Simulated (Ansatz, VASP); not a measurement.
# MoF2 (1T MoF2 monolayer) in two plane-wave programs, part 3 of 3

Aim: how closely do two programs agree when they are given the same cell, functional and k mesh? Of the first pair: The structure shown is the start of the Ansatz relaxation below; VASP solves that cell, so the two are compared at the walk's first step.

VASP 6.6.1 and Ansatz 0.2.0.

So far: Set-up; Ansatz: relaxation, PBE, DFT+U; VASP: single point, PBE, DFT+U, start cell, pair 1; Side by side; VASP: single point, PBE, DFT+U, relaxed cell, pair 2; Comparison.

## (8) Ansatz: relaxation, PBE, DFT+U

Level of this step: Ansatz beside VASP: Kohn-Sham DFT, plane waves, PBE, DFT+U (Ansatz).

This run makes the geometry at which the two programs are then compared.

The structure compared here is the end of the Ansatz relaxation.

Input file input.yaml:

```yaml
crystal:
  lattice:
    - [2.89492, 0.0, 0.0]
    - [-1.44746, 2.507074, 0.0]
    - [0.0, 0.0, 15.43]
  atoms:
    - { symbol: Mo, position: [0.0, 0.0, 0.5], spin: 2.0 }
    - { symbol: F, position: [0.33333333, 0.66666667, 0.57890393] }
    - { symbol: F, position: [0.66666667, 0.33333333, 0.42109607] }
magnetization:
  spin_polarized: true
kpoints:
  mp_grid: { grid: [7, 7, 1] }
scf:
  occupations: { method: fermi_dirac, width: 0.05 }
  max_iter: 100
hamiltonian:
  xc: pbe
  hubbard: { sites: [{ species: Mo, l: d, u_eff: 2.0 }] }
relax:
  adjacent_minimum: "off"
  f_tol: 0.05
  max_steps: 40
  cell: { fix: [c, alpha, beta] }
```

Launch:

```sh
$ ansatz run input.yaml --threads 4 --pin off --max-ram 10240MiB --backend cpu --events-out ev --progress --plain --runs-dir out
```

Numbers of over 12 decimals in the logs are rounded to 6 here.

The log of the run:

```text
[...]
Crystal: 3 atoms, lattice volume = 111.988 Å³
Basis set: ecut = 420 eV, 2175 PW (Γ), exchange–correlation on 40×40×216 points (8 copies of the dense FFT grid, shifted against one another)
Bands: 19, of which v1, the nominal top of the filled ones, is band 14 counted from 1 (13 counted from 0)
Symmetry: 12 space group operations
[...]
Occupation matrices written to <dir>
--- Relaxed structure (6 steps of the walk, 6 accepted, 2 SCFs on fresh bases) ---
[...]
cell:  # Å, volume = 104.6226 Å³
    - [2.798108, 0.0, 0]
    - [-1.399054, 2.423233, 0]
    - [0, 0, 15.43]
  atoms:
    - { symbol: Mo, position: [0, 0, 0.500000] }
    - { symbol: F, position: [0.333333, 0.666667, 0.595264] }
    - { symbol: F, position: [0.666667, 0.333333, 0.404736] }
[key lines of the parts left out:]
SCF converged after 5 iterations
Magnetization: 0.2026 μB (14.1013 up, 13.8987 down)
Free energy (F): -6569.961183 eV
Fermi energy:    1.107257 eV
P = ⅓ Tr σ = -0.0033 GPa (-0.033 kbar)
```

## (9) VASP: single point, PBE, DFT+U, relaxed cell, pair 3

The same cell, functional, mesh and smearing now go to VASP, with its own data sets.

Input file INCAR:

```
SYSTEM = MoF2
PREC = Accurate
ENCUT = 600
EDIFF = 1E-06
NELM = 200
ISMEAR = -1
SIGMA = 0.05
LREAL = .FALSE.
ALGO = Normal
GGA = PE
NBANDS = 22
ISPIN = 2
MAGMOM = 0.15 0 0
LDAU = .TRUE.
LDAUTYPE = 2
LDAUL = 2 -1
LDAUU = 2 0
LDAUJ = 0 0
LDAUPRINT = 1
LASPH = .TRUE.
LMAXMIX = 4
LORBIT = 11
LWAVE = .FALSE.
LCHARG = .FALSE.
ISIF = 2
GGA_COMPAT = .FALSE.
```

Input file POSCAR:

```
MoF2
1.0
    2.7981081461      0.0000000000      0.0000000000
   -1.3990540730      2.4232327370      0.0000000000
    0.0000000000      0.0000000000     15.4300000000
Mo F
1 2
Direct
    0.0000000000      0.0000000000      0.5000000000
    0.3333333333      0.6666666667      0.5952639598
    0.6666666667      0.3333333333      0.4047360402
```

Input file KPOINTS:

```
Automatic mesh
0
Gamma
7 7 1
0 0 0
```

The projector-augmented-wave data sets are Mo_sv and F (PBE family, release 64).

Launch:

```sh
$ mpirun -np 1 vasp_std
```

The log of the run:

```text
[... set-up lines as in an earlier step ...]
 entering main loop
       N       E                     dE             d eps       ncg     rms          rms(c)
DAV:   1     0.260208250560E+03    0.26021E+03   -0.17022E+04   816   0.122E+03
DAV:   2    -0.572670418493E+01   -0.26593E+03   -0.25602E+03   880   0.332E+02
DAV:   3    -0.184195849370E+02   -0.12693E+02   -0.12411E+02   844   0.723E+01
DAV:   4    -0.185605430466E+02   -0.14096E+00   -0.14068E+00   776   0.801E+00
[...]
DAV:  21    -0.172460241682E+02   -0.44086E-05   -0.83578E-08   534   0.114E-03    0.167E-04
DAV:  22    -0.172460254894E+02   -0.13212E-05   -0.26698E-08   528   0.583E-04    0.111E-04
DAV:  23    -0.172460260208E+02   -0.53139E-06   -0.78991E-09   490   0.320E-04
   1 F= -.17246026E+02 E0= -.17243087E+02  d E =-.587830E-02  mag=     0.2018
```

From OUTCAR (step 9):

```text
  Total        0.2284237      0.2284237      0.4461346      0.0000000      0.0000000      0.0000000
  in kB        3.4980521      3.4980521      6.8320491      0.0000000      0.0000000      0.0000000
  external PRESSURE =       4.6093844 kB  Pullay stress =       0.0000000 kB

 POSITION                                       TOTAL-FORCE (eV/Angst)
 -----------------------------------------------------------------------------------
      0.00000      0.00000      7.71500        -0.000000      0.000000      0.000000
     -0.00000      1.61549      9.18492         0.000000     -0.000000      0.192411
      1.39905      0.80774      6.24508        -0.000000      0.000000     -0.192411
 -----------------------------------------------------------------------------------
    total drift:                                0.000000      0.000000      0.000000

  FREE ENERGIE OF THE ION-ELECTRON SYSTEM (eV)
  ---------------------------------------------------
  free  energy   TOTEN  =       -17.2460260208 eV

  energy  without entropy=      -17.2401477233  energy(sigma->0) =      -17.24308687

 magnetization (x)
# of ion       s       p       d       tot
------------------------------------------
    1        0.001   0.001   0.197   0.199
    2        0.000  -0.001   0.000  -0.001
    3        0.000  -0.001   0.000  -0.001
--------------------------------------------------
tot          0.001  -0.000   0.197   0.197

[... 3 further parts left out ...]
[key lines of the parts left out:]
E-fermi :  -0.4581
```

The cell holds one magnetic atom, so no antiferromagnetic order fits into it.

## (10) Comparison

What differs besides the data sets and the points named for the pairs above, as far as they apply: VASP starts from the moments at which Ansatz ended; site moments are counted in spheres of each program's own size. Total energies have different zeros and are not compared.

Compared:

```csv
quantity,Ansatz,VASP,difference
pressure (GPa),0.00,0.46,-0.46
total moment (μB),0.20,0.20,0.00
moment on Mo1 (μB),0.15,0.20,-0.05
```

Forces (eV/Å; atoms numbered as in POSCAR):

```csv
atom,"Ansatz x, y, z","VASP x, y, z"
Mo1,"0.000, 0.000, 0.000","0.000, 0.000, 0.000"
F2,"0.000, 0.000, 0.000","0.000, 0.000, 0.192"
F3,"0.000, 0.000, 0.000","0.000, 0.000, -0.192"
```

The forces differ by 91 meV/Å r.m.s., where the r.m.s. force is 0.000 eV/Å in Ansatz and 0.091 eV/Å in VASP: the atoms lie near their places of rest in Ansatz, so a percentage would say little (all taken over all components). With vacuum in the cell, a pressure given here is an average over mostly empty space and none of the material.

## (11) What came out

| Item | Value |
| --- | --- |
| r.m.s. force difference (single point, PBE, DFT+U, start cell, pair 1) | 92 meV/Å |
| r.m.s. force difference (single point, PBE, DFT+U, relaxed cell, pair 2) | 91 meV/Å |
| r.m.s. force difference (single point, PBE, DFT+U, relaxed cell, pair 3) | 91 meV/Å |

The r.m.s. force difference is 92 meV/Å (single point, PBE, DFT+U, start cell, pair 1). What causes the difference of the single point, PBE, DFT+U, start cell, pair 1 pair stays open here. What causes the difference of the single point, PBE, DFT+U, relaxed cell, pair 2 pair stays open here. What causes the difference of the single point, PBE, DFT+U, relaxed cell, pair 3 pair stays open here. 1 further run of this series is not shown here. How closely two codes agree says nothing of how well the functional describes the real material.

[Lines on the potential files, build, host, timing and source positions are cut from VASP's logs without a mark.]

[Logs are printed without paths, hosts, clocks, repeated set-up lines and the standing remarks that a program may print on its own settings, such as how far it seeks lower states.]

[Hosts, paths, dates, database ids (printed as entryN), source tags and the programs' standing remarks are cut or masked in the printed files.]
